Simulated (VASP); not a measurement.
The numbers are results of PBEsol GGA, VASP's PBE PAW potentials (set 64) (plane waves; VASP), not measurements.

VASP input:

### KPOINTS
```
Automatic mesh
0
Gamma
11 11 11
0 0 0
```

**POSCAR**
```
LaTe
1.0
  3.8732190343   0.0000000000   0.0000000000
  0.0000000000   3.8732190343   0.0000000000
  0.0000000000   0.0000000000   3.8732190343
La Te
1 1
Cart
  0.0000000000   0.0000000000   0.0000000000
  1.9366095171   1.9366095171   1.9366095171
```

INCAR:
```
SYSTEM = LaTe
PREC = Accurate
ENCUT = 400
EDIFF = 1E-7
NELM = 100
ALGO = Normal
LREAL = .FALSE.
LASPH = .TRUE.
ISMEAR = -5
GGA = PS
LMAXMIX = 6
LWAVE = .FALSE.
LCHARG = .TRUE.
LORBIT = 11
NEDOS = 601
ISIF = 2
```

POTCAR, in this order: La Te (PBE.64 set). Program: vasp_std.

Output of the run:

OUTCAR:
```
 ion  position               nearest neighbor table
   1  0.000  0.000  0.000-   2 3.35   2 3.35   2 3.35   2 3.35   2 3.35   2 3.35   2 3.35   2 3.35
  LATTYP: Found a simple cubic cell.
 ALAT       =     3.8732190343
 Subroutine PRICEL returns:
 Original cell was already a primitive cell.
 Subroutine GETGRP returns: Found 48 space group operations
The static configuration has the point symmetry O_h .
The dynamic configuration has the point symmetry O_h .
 Subroutine INISYM returns: Found 48 space group operations
 Subroutine IBZKPT returns following result:
 Found     56 irreducible k-points:

 Following reciprocal coordinates:
            Coordinates               Weight
  0.000000  0.000000  0.000000      1.000000
  0.090909  0.000000  0.000000      6.000000
  0.181818  0.000000  0.000000      6.000000
  0.272727  0.000000  0.000000      6.000000
  0.363636  0.000000  0.000000      6.000000
  0.454545  0.000000  0.000000      6.000000
  0.090909  0.090909  0.000000     12.000000
  0.181818  0.090909  0.000000     24.000000
  0.272727  0.090909  0.000000     24.000000
  0.363636  0.090909  0.000000     24.000000
  0.454545  0.090909  0.000000     24.000000
  0.181818  0.181818  0.000000     12.000000
  0.272727  0.181818  0.000000     24.000000
  0.363636  0.181818  0.000000     24.000000
  0.454545  0.181818  0.000000     24.000000
  0.272727  0.272727  0.000000     12.000000
  0.363636  0.272727  0.000000     24.000000
  0.454545  0.272727  0.000000     24.000000
  0.363636  0.363636  0.000000     12.000000
  0.454545  0.363636  0.000000     24.000000
  0.454545  0.454545  0.000000     12.000000
  0.090909  0.090909  0.090909      8.000000
  0.181818  0.090909  0.090909     24.000000
  0.272727  0.090909  0.090909     24.000000
  0.363636  0.090909  0.090909     24.000000
  0.454545  0.090909  0.090909     24.000000
  0.181818  0.181818  0.090909     24.000000
  0.272727  0.181818  0.090909     48.000000
  0.363636  0.181818  0.090909     48.000000
  0.454545  0.181818  0.090909     48.000000
  0.272727  0.272727  0.090909     24.000000
  0.363636  0.272727  0.090909     48.000000
  0.454545  0.272727  0.090909     48.000000
  0.363636  0.363636  0.090909     24.000000
  0.454545  0.363636  0.090909     48.000000
  0.454545  0.454545  0.090909     24.000000
  0.181818  0.181818  0.181818      8.000000
  0.272727  0.181818  0.181818     24.000000
  0.363636  0.181818  0.181818     24.000000
  0.454545  0.181818  0.181818     24.000000
   k-points           NKPTS =     56   k-points in BZ     NKDIM =     56   number of bands    NBANDS=     12
   number of dos      NEDOS =    601   number of ions     NIONS =      2
   total plane-waves  NPLWV =  21952
   dimension x,y,z NGX =    28 NGY =   28 NGZ =   28
   dimension x,y,z NGXF=    56 NGYF=   56 NGZF=   56
   ions per type =               1   1
   PREC   = accura    normal or accurate (medium, high low for compatibility)
   ISTART =      0    job   : 0-new  1-cont  2-samecut
   ICHARG =      2    charge: 1-file 2-atom 10-const
   ISPIN  =      1    spin polarized calculation?
   LNONCOLLINEAR =      F non collinear calculations
   LSORBIT =      F    spin-orbit coupling
   INIWAV =      1    electr: 0-lowe 1-rand  2-diag
   ENCUT  =  400.0 eV  29.40 Ry    5.42 a.u.   6.32  6.32  6.32*2*pi/ulx,y,z
   NELM   =    100;   NELMIN=  2; NELMDL= -5     # of ELM steps
   EDIFF  = 0.1E-06   stopping-criterion for ELM
   LREAL  =      F    real-space projection
   NLSPLINE    = F    spline interpolate recip. space projectors
   LMAXMIX     =    6 max onsite mixed and CHGCAR
   VOSKOWN=      0    Vosko Wilk Nusair interpolation
...
```

### OSZICAR
```
       N       E                     dE             d eps       ncg     rms          rms(c)
DAV:   1     0.137524388095E+03    0.13752E+03   -0.50104E+03  1344   0.140E+03
DAV:   2     0.104924302311E+01   -0.13648E+03   -0.13397E+03  1880   0.245E+02
DAV:   3    -0.103629138288E+02   -0.11412E+02   -0.11047E+02  1888   0.108E+02
DAV:   4    -0.117952064032E+02   -0.14323E+01   -0.13354E+01  2560   0.228E+01
DAV:   5    -0.119200953333E+02   -0.12489E+00   -0.12036E+00  2060   0.579E+00    0.408E+00
DAV:   6    -0.119006344502E+02    0.19461E-01   -0.12385E-01  2400   0.316E+00    0.243E+00
DAV:   7    -0.118906868288E+02    0.99476E-02   -0.21459E-02  1800   0.137E+00    0.369E-01
DAV:   8    -0.118915912230E+02   -0.90439E-03   -0.51085E-03  2544   0.591E-01    0.160E-01
DAV:   9    -0.118923663860E+02   -0.77516E-03   -0.41626E-03  1808   0.571E-01    0.459E-02
DAV:  10    -0.118923469144E+02    0.19472E-04   -0.76202E-04  2624   0.319E-01    0.334E-02
DAV:  11    -0.118923542218E+02   -0.73074E-05   -0.33990E-05  1984   0.417E-02    0.335E-02
DAV:  12    -0.118923094579E+02    0.44764E-04   -0.42027E-05  2104   0.565E-02    0.481E-02
DAV:  13    -0.118923892833E+02   -0.79825E-04   -0.81824E-04  1816   0.215E-01    0.292E-02
DAV:  14    -0.118923970381E+02   -0.77548E-05   -0.69575E-05  2596   0.857E-02    0.197E-02
DAV:  15    -0.118923994978E+02   -0.24598E-05   -0.26546E-06  1868   0.129E-02    0.160E-02
DAV:  16    -0.118923963704E+02    0.31275E-05   -0.62794E-06  2100   0.242E-02    0.143E-02
DAV:  17    -0.118923978849E+02   -0.15145E-05   -0.10487E-06  1900   0.101E-02    0.124E-02
DAV:  18    -0.118923993728E+02   -0.14879E-05   -0.17072E-06  2120   0.963E-03    0.840E-03
DAV:  19    -0.118924004259E+02   -0.10531E-05   -0.15677E-06  1912   0.932E-03    0.430E-03
DAV:  20    -0.118924007690E+02   -0.34308E-06   -0.50770E-07  2432   0.556E-03    0.282E-03
DAV:  21    -0.118924009159E+02   -0.14690E-06   -0.75939E-08  1632   0.269E-03    0.152E-03
DAV:  22    -0.118924009916E+02   -0.75724E-07   -0.29833E-08  1288   0.255E-03
   1 F= -.11892401E+02 E0= -.11892401E+02  d E =0.000000E+00
```

OUTCAR:
```
------------------------ aborting loop because EDIFF is reached ----------------------------------------
  FORCE on cell =-STRESS in cart. coord.  units (eV):
  Direction    XX          YY          ZZ          XY          YZ          ZX
  --------------------------------------------------------------------------------------
  Total       -0.0384696     -0.0384696     -0.0384696      0.0000000      0.0000000     -0.0000000
  in kB       -1.0607489     -1.0607489     -1.0607489      0.0000000      0.0000000     -0.0000000
  external PRESSURE =      -1.0607489 kB  Pullay stress =       0.0000000 kB
  volume of cell :       58.11
      direct lattice vectors                 reciprocal lattice vectors
     3.873219034  0.000000000  0.000000000     0.258183178  0.000000000  0.000000000
     0.000000000  3.873219034  0.000000000     0.000000000  0.258183178  0.000000000
     0.000000000  0.000000000  3.873219034     0.000000000  0.000000000  0.258183178
 POSITION                                       TOTAL-FORCE (eV/Angst)
 -----------------------------------------------------------------------------------
      0.00000      0.00000      0.00000         0.000000      0.000000      0.000000
      1.93661      1.93661      1.93661         0.000000      0.000000      0.000000
 -----------------------------------------------------------------------------------
    total drift:                               -0.000000      0.000000      0.000000
  FREE ENERGIE OF THE ION-ELECTRON SYSTEM (eV)
  ---------------------------------------------------
  free  energy   TOTEN  =       -11.8924009916 eV

  energy  without entropy=      -11.8924009916  energy(sigma->0) =      -11.89240099

 total charge

# of ion       s       p       d       f       tot
--------------------------------------------------
    1        2.026   5.597   0.819   0.128   8.570
    2        1.345   2.095   0.030   0.000   3.470
--------------------------------------------------
tot          3.371   7.692   0.849   0.128  12.040
```
(Selected blocks of OUTCAR.)

For a metal the tetrahedron method with Blöchl corrections gives inexact stress and forces.

The structure was generated: LaTe was put into the CsCl type type (Pm-3m), which need not be its known phase. It was relaxed first, which changed the volume by -36 %. The electron count is odd and the run is not spin-polarised, which forces a metal.
